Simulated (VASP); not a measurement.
Wanted: the native input for a VASP 6.6.1 run.

```
Task                   : molecular dynamics
Functional             : PBE
Dispersion             : TS
Potentials or basis    : VASP PAW PBE potentials, release 64 (Mg_GW, C_GW)
Cutoff                 : 450 eV
k mesh                 : 2 × 2 × 4
Occupations            : gaussian, width 0.05 eV
Spin                   : no spin polarisation
Supercell matrix       : [2, 0, 0, 0, 2, 0, 0, 0, 1]
Temperature            : 300
Further INCAR settings : PREC = Normal; LREAL = Auto; ALGO = Fast; EDIFF = 1e-05; ISYM = 0; IBRION = 0; POTIM = 2; NSW = 40
```

The structure of MgC2 lies in POSCAR:

```
MgC2
1.0
    8.2799767600      0.0000000000      0.0000000000
   -4.1399883800      7.1706702200      0.0000000000
    0.0000000000      0.0000000000      2.8869137300
Mg C
4 8
Cartesian
    0.0000000000      0.0000000000      0.0000000000
   -2.0699941900      3.5853351100      0.0000000000
    4.1399883800      0.0000000000      0.0000000000
    2.0699941900      3.5853351100      0.0000000000
    2.0699942107      1.1951116914      1.4961314929
    0.0000000207      4.7804468014      1.4961314929
    6.2099825907      1.1951116914      1.4961314929
    4.1399884007      4.7804468014      1.4961314929
   -0.0000000207      2.3902234186      1.3907822371
   -2.0699942107      5.9755585286      1.3907822371
    4.1399883593      2.3902234186      1.3907822371
    2.0699941693      5.9755585286      1.3907822371
```

The cell was built by a generator and needn't be a form met in nature.

These files were run (other wordings do the same):

INCAR

```
ALGO = Fast
EDIFF = 1E-5
ENCUT = 450
GGA = PE
IBRION = 0
ISIF = 2
ISMEAR = 0
ISYM = 0
IVDW = 2
LASPH = T
LCHARG = F
LREAL = Auto
LWAVE = F
MDALGO = 2
NELM = 80
NELMIN = 4
NSW = 40
POTIM = 2
PREC = Normal
RANDOM_SEED = 147971 0 0
SIGMA = 0.05
SMASS = 0
TEBEG = 300
TEEND = 300
```

KPOINTS

```
k-points
0
Gamma
  2 2 4
```

Potentials or basis: VASP PAW PBE potentials, release 64 (Mg_GW, C_GW).

Run with:

```sh
$ cat potpaw_PBE.64/Mg_GW/POTCAR potpaw_PBE.64/C_GW/POTCAR > POTCAR
$ mpirun -np 1 vasp_std > vasp.out
```

Results of the run:

```json
{
 "Hirshfeld charges": "Mg +0.45, +0.41; C -0.24, -0.23, -0.18, -0.25, -0.20, -0.27 e",
 "Dispersion energy per atom": "-0.211 eV"
}
```

Caveat: the k mesh is coarse (spacing up to 0.54 Å⁻¹), so the values aren't converged.

Wall time 7.4 min on 1 thread of Intel(R) Xeon(R) 6975P-C (Granite Rapids), with other jobs on the host, peak memory 0.25 GiB.
